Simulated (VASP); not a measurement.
Output of a VASP run:

OSZICAR:
```
...
DAV:   5    -0.163367276611E+02   -0.32869E-02   -0.32869E-02  1003   0.676E-01    0.622E+00
DAV:   6    -0.152687180014E+02    0.10680E+01   -0.12784E+00   649   0.498E+00    0.309E+00
DAV:   7    -0.149743909150E+02    0.29433E+00   -0.15749E+00   691   0.498E+00    0.757E-01
DAV:   8    -0.149853119121E+02   -0.10921E-01   -0.11989E-01   796   0.217E+00    0.302E-01
DAV:   9    -0.149818031731E+02    0.35087E-02   -0.15759E-02   747   0.675E-01    0.523E-02
DAV:  10    -0.149818980815E+02   -0.94908E-04   -0.11448E-03  1014   0.231E-01    0.239E-02
DAV:  11    -0.149819056250E+02   -0.75435E-05   -0.10911E-05   838   0.262E-02    0.191E-02
DAV:  12    -0.149819162373E+02   -0.10612E-04   -0.21807E-05   911   0.410E-02    0.787E-03
DAV:  13    -0.149819141619E+02    0.20753E-05   -0.92639E-06   663   0.167E-02    0.158E-03
DAV:  14    -0.149819139769E+02    0.18505E-06   -0.44169E-07   629   0.567E-03
   1 F= -.14981914E+02 E0= -.14981914E+02  d E =-.149819E+02
       N       E                     dE             d eps       ncg     rms          rms(c)
DAV:   1    -0.151341549044E+02   -0.15224E+00   -0.33596E+00   726   0.167E+01    0.179E+00
DAV:   2    -0.150430134719E+02    0.91141E-01   -0.26622E-01   793   0.432E+00    0.104E+00
DAV:   3    -0.150105031236E+02    0.32510E-01   -0.19771E-01   978   0.347E+00    0.338E-01
DAV:   4    -0.150101462785E+02    0.35685E-03   -0.13648E-02   734   0.878E-01    0.185E-01
DAV:   5    -0.150108281829E+02   -0.68190E-03   -0.13556E-03   850   0.286E-01    0.603E-02
DAV:   6    -0.150109548885E+02   -0.12671E-03   -0.19086E-04   942   0.987E-02    0.169E-02
DAV:   7    -0.150109642028E+02   -0.93143E-05   -0.10753E-05   937   0.244E-02    0.210E-03
DAV:   8    -0.150109639814E+02    0.22140E-06   -0.47906E-07   580   0.549E-03
   2 F= -.15010964E+02 E0= -.15010964E+02  d E =-.290500E-01
       N       E                     dE             d eps       ncg     rms          rms(c)
DAV:   1    -0.151734345650E+02   -0.16247E+00   -0.40697E+00   712   0.184E+01    0.197E+00
DAV:   2    -0.150629316403E+02    0.11050E+00   -0.32450E-01   799   0.481E+00    0.114E+00
DAV:   3    -0.150234206895E+02    0.39511E-01   -0.23536E-01   956   0.381E+00    0.363E-01
DAV:   4    -0.150231437820E+02    0.27691E-03   -0.17429E-02   741   0.983E-01    0.200E-01
DAV:   5    -0.150239886358E+02   -0.84485E-03   -0.16596E-03   826   0.311E-01    0.652E-02
DAV:   6    -0.150241279955E+02   -0.13936E-03   -0.19405E-04   942   0.101E-01    0.206E-02
DAV:   7    -0.150241423273E+02   -0.14332E-04   -0.16632E-05  1014   0.313E-02    0.244E-03
DAV:   8    -0.150241420532E+02    0.27406E-06   -0.52302E-07   552   0.683E-03
   3 F= -.15024142E+02 E0= -.15024142E+02  d E =-.422281E-01
       N       E                     dE             d eps       ncg     rms          rms(c)
DAV:   1    -0.150274448692E+02   -0.33025E-02   -0.85481E-02   719   0.270E+00    0.281E-01
DAV:   2    -0.150251857134E+02    0.22592E-02   -0.70354E-03   821   0.692E-01    0.169E-01
DAV:   3    -0.150243430162E+02    0.84270E-03   -0.53520E-03  1001   0.567E-01    0.615E-02
DAV:   4    -0.150243245337E+02    0.18483E-04   -0.30839E-04   747   0.144E-01    0.314E-02
DAV:   5    -0.150243482829E+02   -0.23749E-04   -0.39627E-05   881   0.504E-02    0.809E-03
DAV:   6    -0.150243523460E+02   -0.40631E-05   -0.27584E-06   709   0.108E-02    0.314E-03
DAV:   7    -0.150243532415E+02   -0.89551E-06   -0.39222E-07   447   0.580E-03
   4 F= -.15024353E+02 E0= -.15024353E+02  d E =-.424393E-01
```

OUTCAR:
```
------------------------ aborting loop because EDIFF is reached ----------------------------------------
  FORCE on cell =-STRESS in cart. coord.  units (eV):
  Direction    XX          YY          ZZ          XY          YZ          ZX
  --------------------------------------------------------------------------------------
  Total        0.0014054      0.0014054      0.0014054     -0.0000000     -0.0000000     -0.0000000
  in kB        0.0245696      0.0245696      0.0245696     -0.0000000     -0.0000000     -0.0000000
  external PRESSURE =       0.0245696 kB  Pullay stress =       0.0000000 kB
  volume of cell :       91.65
      direct lattice vectors                 reciprocal lattice vectors
     4.508550572 -0.000000000 -0.000000000     0.221800773 -0.000000000  0.000000000
     0.000000000  4.508550572  0.000000000     0.000000000  0.221800773  0.000000000
    -0.000000000  0.000000000  4.508550572     0.000000000 -0.000000000  0.221800773
 POSITION                                       TOTAL-FORCE (eV/Angst)
 -----------------------------------------------------------------------------------
      0.00000      0.00000      0.00000        -0.000000      0.000000      0.000000
      2.25428      2.25428      2.25428         0.000000      0.000000      0.000000
      2.25428     -0.00000      2.25428        -0.000000      0.000000      0.000000
      0.00000      2.25428      2.25428        -0.000000      0.000000      0.000000
      2.25428      2.25428      0.00000        -0.000000      0.000000      0.000000
 -----------------------------------------------------------------------------------
    total drift:                                0.000000      0.000000      0.000000
  FREE ENERGIE OF THE ION-ELECTRON SYSTEM (eV)
  ---------------------------------------------------
  free  energy   TOTEN  =       -15.0243532415 eV

  energy  without entropy=      -15.0243532415  energy(sigma->0) =      -15.02435324

 reached required accuracy - stopping structural energy minimisation
```
(Selected blocks of OUTCAR.)

### POSCAR
```
CsCaH3
1
    4.6211900000     0.0000000000     0.0000000000
    0.0000000000     4.6211900000     0.0000000000
    0.0000000000     0.0000000000     4.6211900000
Cs Ca H
1 1 3
Direct
  0.0000000000   0.0000000000   0.0000000000
  0.5000000000   0.5000000000   0.5000000000
  0.5000000000   0.0000000000   0.5000000000
  0.0000000000   0.5000000000   0.5000000000
  0.5000000000   0.5000000000   0.0000000000
```

Q: Write an INCAR and KPOINTS that could have produced this output.

A: One answer among several that fit: the input of the run itself, PBEsol GGA, plane waves, VASP's PBE PAW potentials (set 64).

### KPOINTS
```
kpoints
0
Gamma
 6 6 6
0 0 0
```

INCAR:
```
EDIFF = 1E-6   # SCF stop (eV)
EDIFFG = -0.01
LREAL = .FALSE.
LCHARG = .FALSE.
ISMEAR = -1   # Fermi-Dirac
ISIF = 3   # ions, shape and volume
SYSTEM = CsCaH3
NSW = 50
LWAVE = .FALSE.
IBRION = 2   # conjugate gradients
GGA = PS   # PBEsol
PREC = Accurate
ENCUT = 300   # plane-wave cut-off (eV)
NELM = 100   # most electronic steps
ALGO = Normal   # blocked Davidson
SIGMA = 0.01   # width (eV)
LASPH = .TRUE.
LMAXMIX = 4   # l cut-off of mixed one-centre charges
```

POTCAR, in this order: Cs_sv Ca_sv H (PBE.64 set). Program: vasp_std.

At this cut-off the stress carries a Pulay error, which pulls relaxed volumes low. Energy and stress use the plane-wave basis of the starting cell.

The structure comes from a computed database's CsCaH3 entry (Pm-3m); how it stands against other phases isn't given here. This run relaxes it. Symmetry was kept, so distortions that lower it aren't found. The run is one of a series of settings (EDIFFG = -0.01, IBRION = 2, ISIF = 3, NSW = 50 against the base run), some of them coarse on purpose.
